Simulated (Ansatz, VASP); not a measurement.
**HfC: VASP beside Ansatz**

Wanted: the spread between two codes on one cell, functional and k mesh. The cell is taken from a series of runs on this material, whose earlier steps may have relaxed, scaled, displaced or heated it; both programs get it as it stands.

Method: plane waves, with VASP 6.6.1 beside it; PBEsol, in Ansatz 0.2.0.

### Step 1. Starting point

Symmetry: R-3m, No. 166, trigonal system. The conventional cell has a = 3.290 Å, b = 3.290 Å, c = 7.935 Å, α = 90.00°, β = 90.00°, γ = 120.00°. Nearest to C lie 6 Hf at 2.31 Å. Nearest to Hf lie 6 C at 2.31 Å. Farther neighbours are not listed.

As a file:

```cif
data_structure
_symmetry_space_group_name_H-M 'P 1'
_symmetry_Int_Tables_number 1
_cell_length_a 3.2564
_cell_length_b 3.2564
_cell_length_c 3.2564
_cell_angle_alpha 60.690
_cell_angle_beta 60.690
_cell_angle_gamma 60.690
_cell_volume 24.80
loop_
_atom_site_label
_atom_site_type_symbol
_atom_site_fract_x
_atom_site_fract_y
_atom_site_fract_z
_atom_site_occupancy
C1 C 0.00000 0.00000 0.00000 1
Hf2 Hf 0.50000 0.50000 0.50000 1
```

### Step 2. VASP: zone-centre phonons, PBEsol

Second derivatives magnify differences that forces hide, and they need a tight electronic threshold.

Lines of VASP's logs that name or quote its potential files are left out, and so is its time.

INCAR reads:

```
SYSTEM = HfC
PREC = Accurate
ENCUT = 600
EDIFF = 1E-08
NELM = 120
ISMEAR = 1
SIGMA = 0.2
LREAL = .FALSE.
ALGO = Normal
GGA = PS
NBANDS = 13
LASPH = .TRUE.
LORBIT = 11
LWAVE = .FALSE.
LCHARG = .FALSE.
ISIF = 2
IBRION = 8
GGA_COMPAT = .FALSE.
KPAR = 2
```

POSCAR reads:

```
HfC
1.0
   -0.0240521534      2.3025637179      2.3025637179
    2.3025637179     -0.0240521534      2.3025637179
    2.3025637179      2.3025637179     -0.0240521534
C Hf
1 1
Direct
    0.0000000000      0.0000000000      0.0000000000
    0.5000000000      0.5000000000      0.5000000000
```

KPOINTS reads:

```
Automatic mesh
0
Gamma
16 16 16
0 0 0
```

PAW data sets: C and Hf_pv (PBE family, release 64).

Started as:

```
$ mpirun -np 2 vasp_std
```

Numbers of over 12 decimals in the logs are rounded to 6 here.

The program printed:

```text
[banner, memory and clock lines left out]
running    2 mpi-ranks, on    1 nodes
 distrk:  each k-point on    1 cores,    2 groups
 distr:  one band on    1 cores,    1 groups

 POSCAR found type information on POSCAR C Hf
 POSCAR found :  2 types and       2 ions
|                                                                             |
|               ----> ADVICE to this user running VASP <----                  |
|                                                                             |
|     You enforced a specific xc type in the INCAR file but a different       |
|     [... a line on the potential file left out ...]
|     I HOPE YOU KNOW WHAT YOU ARE DOING!                                     |
|                                                                             |

 LDA part: xc-table for (Slater+PW92), standard interpolation
 POSCAR, INCAR and KPOINTS ok, starting setup
 FFT: planning ... GRIDC
 FFT: planning ... GRID_SOFT
 FFT: planning ... GRID
 WAVECAR not read
 entering main loop
       N       E                     dE             d eps       ncg     rms          rms(c)
DAV:   1     0.241702701068E+02    0.24170E+02   -0.85748E+03 10850   0.119E+03
DAV:   2    -0.233310248804E+02   -0.47501E+02   -0.44498E+02 13731   0.219E+02
DAV:   3    -0.250706574998E+02   -0.17396E+01   -0.17297E+01 13615   0.298E+01
DAV:   4    -0.250804359717E+02   -0.97785E-02   -0.97774E-02 12040   0.266E+00
DAV:   5    -0.250805027658E+02   -0.66794E-04   -0.66792E-04 13779   0.203E-01    0.593E+01
DAV:   6    -0.222628222301E+02    0.28177E+01   -0.12215E+01 12522   0.186E+01    0.420E+01
DAV:   7    -0.222052449350E+02    0.57577E-01   -0.55676E-01 12382   0.532E+00    0.238E+01
DAV:   8    -0.221935349049E+02    0.11710E-01   -0.62792E-02 13127   0.199E+00    0.516E+00
DAV:   9    -0.221879723976E+02    0.55625E-02   -0.25392E-02 12902   0.879E-01    0.192E+00
DAV:  10    -0.221875332273E+02    0.43917E-03   -0.18441E-03 13056   0.313E-01    0.716E-02
DAV:  11    -0.221875288885E+02    0.43388E-05   -0.85923E-05 12572   0.852E-02    0.134E-02
DAV:  12    -0.221875281879E+02    0.70060E-06   -0.35657E-06 13719   0.154E-02    0.986E-03
DAV:  13    -0.221875280067E+02    0.18124E-06   -0.27256E-07 13262   0.377E-03    0.239E-03
DAV:  14    -0.221875279830E+02    0.23660E-07   -0.22635E-08 11782   0.121E-03    0.152E-03
DAV:  15    -0.221875279992E+02   -0.16240E-07   -0.54843E-09  6261   0.634E-04    0.174E-04
DAV:  16    -0.221875279984E+02    0.78830E-09   -0.66912E-10  5696   0.249E-04
   1 F= -.22187528E+02 E0= -.22187340E+02  d E =-.564898E-03
 Linear response reoptimize wavefunctions to high precision
DAV:   1    -0.221875279970E+02    0.14852E-08   -0.32929E-11  6496   0.571E-05
DAV:   2    -0.221875279970E+02   -0.25011E-11   -0.41427E-12  5601   0.179E-05
 Linear response DOF=           2
 Linear response progress:
  Degree of freedom:   1/  2
       N       E                     dE             d eps       ncg     rms          rms(c)
RMM:   1    -0.122290698697E+00   -0.12229E+00    0.30980E-02 63522   0.188E+00
RMM:   2    -0.118482172493E+00    0.38085E-02   -0.33585E-03 45864   0.351E-01    0.418E-01
RMM:   3    -0.118853840619E+00   -0.37167E-03   -0.63752E-04 42308   0.145E-01    0.219E-01
RMM:   4    -0.119771052590E+00   -0.91721E-03   -0.38839E-04 43248   0.110E-01    0.380E-02
RMM:   5    -0.119769491186E+00    0.15614E-05   -0.10358E-05 47628   0.238E-02    0.113E-02
RMM:   6    -0.119769297712E+00    0.19347E-06   -0.40609E-07 50667   0.429E-03    0.458E-03
RMM:   7    -0.119758544670E+00    0.10753E-04   -0.90897E-08 49039   0.207E-03    0.267E-03
RMM:   8    -0.119761650239E+00   -0.31056E-05   -0.10351E-08 51517   0.717E-04    0.375E-04
RMM:   9    -0.119761046606E+00    0.60363E-06    0.58364E-09 53986   0.137E-04    0.185E-04
RMM:  10    -0.119761040232E+00    0.63734E-08   -0.54291E-09 54775   0.319E-05    0.561E-05
 first order change of Fermi-energy  -0.51567E-03
 force on displaced ion       1 direction 1 :  -7.919   0.196   0.196
 Linear response progress:
  Degree of freedom:   2/  2
       N       E                     dE             d eps       ncg     rms          rms(c)
RMM:   1    -0.215577316148E+00   -0.21558E+00    0.37223E+00 31543   0.120E+01
RMM:   2    -0.211994041572E+00    0.35833E-02   -0.31492E-02 44055   0.129E+00    0.519E-01
RMM:   3    -0.211253498539E+00    0.74054E-03   -0.97997E-04 55544   0.158E-01    0.214E-01
RMM:   4    -0.210739965509E+00    0.51353E-03   -0.81647E-05 59773   0.560E-02    0.134E-01
RMM:   5    -0.210283449649E+00    0.45652E-03   -0.29720E-05 58686   0.403E-02    0.133E-02
RMM:   6    -0.210274499071E+00    0.89506E-05   -0.24750E-06 60458   0.105E-02    0.593E-03
RMM:   7    -0.210283492990E+00   -0.89939E-05   -0.35446E-07 64146   0.246E-03    0.607E-03
RMM:   8    -0.210283634173E+00   -0.14118E-06   -0.18741E-06 63113   0.582E-04    0.175E-03
RMM:   9    -0.210283958240E+00   -0.32407E-06   -0.16475E-06 66553   0.280E-04    0.813E-05
RMM:  10    -0.210284280141E+00   -0.32190E-06   -0.11267E-06 63761   0.946E-05    0.177E-05
RMM:  11    -0.210284346410E+00   -0.66269E-07   -0.48567E-07 69447   0.351E-05    0.343E-05
RMM:  12    -0.210284354438E+00   -0.80280E-08   -0.24919E-07 61951   0.138E-05    0.234E-05
RMM:  13    -0.210284364603E+00   -0.10164E-07   -0.12382E-07 56907   0.740E-06    0.751E-06
RMM:  14    -0.210284363086E+00    0.15168E-08   -0.73131E-08 44273   0.440E-06    0.935E-06
 first order change of Fermi-energy   0.70597E-03
 force on displaced ion       2 direction 1 :  -7.922   0.197   0.197
 Linear response finished
```

From OUTCAR (step 2):

```text
ion  position               nearest neighbor table
   1  0.000  0.000  0.000-   2 2.31   2 2.31   2 2.31   2 2.31   2 2.31   2 2.31
   2  0.500  0.500  0.500-   1 2.31   1 2.31   1 2.31   1 2.31   1 2.31   1 2.31

  LATTYP: Found a trigonal (rhomboedric) cell.
 ALAT       =     3.2564056652
 COS(alpha) =     0.4895274781

 Subroutine GETGRP returns: Found 12 space group operations
 (whereof 12 operations were pure point group operations)

The static configuration has the point symmetry D_3d.

 Found    417 irreducible k-points:

   k-points           NKPTS =    417   k-points in BZ     NKDIM =    417   number of bands    NBANDS=     13

   dimension x,y,z NGX =    28 NGY =   28 NGZ =   28
   dimension x,y,z NGXF=    56 NGYF=   56 NGZF=   56

   ENCUT  =  600.0 eV  44.10 Ry    6.64 a.u.   6.50  6.50  6.50*2*pi/ulx,y,z

   NELECT =      14.0000    total number of electrons

 k-points in reciprocal lattice and weights: Automatic mesh
   0.00000000  0.00000000  0.00000000       0.000
   0.06250000  0.00000000 -0.00000000       0.001
   0.12500000  0.00000000 -0.00000000       0.001
   0.18750000  0.00000000  0.00000000       0.001
   0.25000000  0.00000000 -0.00000000       0.001
   0.31250000  0.00000000  0.00000000       0.001
   0.37500000  0.00000000  0.00000000       0.001
   0.43750000  0.00000000 -0.00000000       0.001
   0.50000000  0.00000000 -0.00000000       0.001
[...]
-0.43750000  0.50000000  0.43750000       0.001
   0.50000000  0.50000000  0.50000000       0.000

 average (electrostatic) potential at core
       1 -47.7702       2 -35.0988

  Total       -0.6055244     -0.6055244     -0.6055244      0.2659629      0.2659629      0.2659629
  in kB      -39.1223939    -39.1223939    -39.1223939     17.1836288     17.1836288     17.1836288
  external PRESSURE =     -39.1223939 kB  Pullay stress =       0.0000000 kB

  energy-cutoff  :      600.00
  volume of cell :       24.80
      direct lattice vectors                 reciprocal lattice vectors
    -0.024052153  2.302563718  2.302563718    -0.213776086  0.216032724  0.216032724
     2.302563718 -0.024052153  2.302563718     0.216032724 -0.213776086  0.216032724
     2.302563718  2.302563718 -0.024052153     0.216032724  0.216032724 -0.213776086

 POSITION                                       TOTAL-FORCE (eV/Angst)
 -----------------------------------------------------------------------------------
      0.00000      0.00000      0.00000        -0.000000      0.000000     -0.000000
      2.29054      2.29054      2.29054         0.000000     -0.000000      0.000000
 -----------------------------------------------------------------------------------
    total drift:                                0.000000      0.000000      0.000000

 Eigenvectors and eigenvalues of the dynamical matrix
 ----------------------------------------------------

   1 f  =   13.275750 THz    83.413999 2PiTHz  442.831363 cm-1    54.904067 meV
             X         Y         Z           dx          dy          dz
      0.000000  0.000000  0.000000     0.001341   -0.685112    0.683770
      2.290538  2.290538  2.290538    -0.000348    0.177766   -0.177418

   2 f  =   13.275750 THz    83.413999 2PiTHz  442.831363 cm-1    54.904067 meV
             X         Y         Z           dx          dy          dz
      0.000000  0.000000  0.000000    -0.790325    0.394001    0.396324
      2.290538  2.290538  2.290538     0.205066   -0.102231   -0.102834

   3 f  =   12.784599 THz    80.328004 2PiTHz  426.448319 cm-1    52.872829 meV
             X         Y         Z           dx          dy          dz
      0.000000  0.000000  0.000000     0.558850    0.558850    0.558850
      2.290538  2.290538  2.290538    -0.144983   -0.144983   -0.144983

   4 f/i=    0.000271 THz     0.001704 2PiTHz    0.009045 cm-1     0.001121 meV
             X         Y         Z           dx          dy          dz
      0.000000  0.000000  0.000000     0.144983    0.144983    0.144983
      2.290538  2.290538  2.290538     0.558850    0.558850    0.558850

   5 f/i=    0.000777 THz     0.004880 2PiTHz    0.025904 cm-1     0.003212 meV
             X         Y         Z           dx          dy          dz
      0.000000  0.000000  0.000000    -0.202999    0.126652    0.076347
      2.290538  2.290538  2.290538    -0.782359    0.488118    0.294241

   6 f/i=    0.000777 THz     0.004880 2PiTHz    0.025904 cm-1     0.003212 meV
             X         Y         Z           dx          dy          dz
      0.000000  0.000000  0.000000     0.029044    0.161280   -0.190324
      2.290538  2.290538  2.290538     0.111935    0.621575   -0.733510

 ELASTIC MODULI CONTR FROM IONIC RELAXATION (kBar)
 Direction    XX          YY          ZZ          XY          YZ          ZX
 --------------------------------------------------------------------------------
 XX           0.0000      0.0000      0.0000      0.0000      0.0000      0.0000
 YY           0.0000      0.0000      0.0000      0.0000      0.0000      0.0000
 ZZ           0.0000      0.0000      0.0000      0.0000      0.0000      0.0000
 XY           0.0000      0.0000      0.0000      0.0000      0.0000      0.0000
 YZ           0.0000      0.0000      0.0000      0.0000      0.0000      0.0000
 ZX           0.0000      0.0000      0.0000      0.0000      0.0000      0.0000
 --------------------------------------------------------------------------------
```

(Part 1 of 2 ends here.)

[Lines on the potential files, build, host, timing and source positions are cut from VASP's logs without a mark.]

[Logs are printed without paths, hosts, clocks, repeated set-up lines and the standing remarks that a program may print on its own settings, such as how far it seeks lower states.]

[Hosts, paths, dates, database ids (printed as entryN), source tags and the programs' standing remarks are cut or masked in the printed files.]
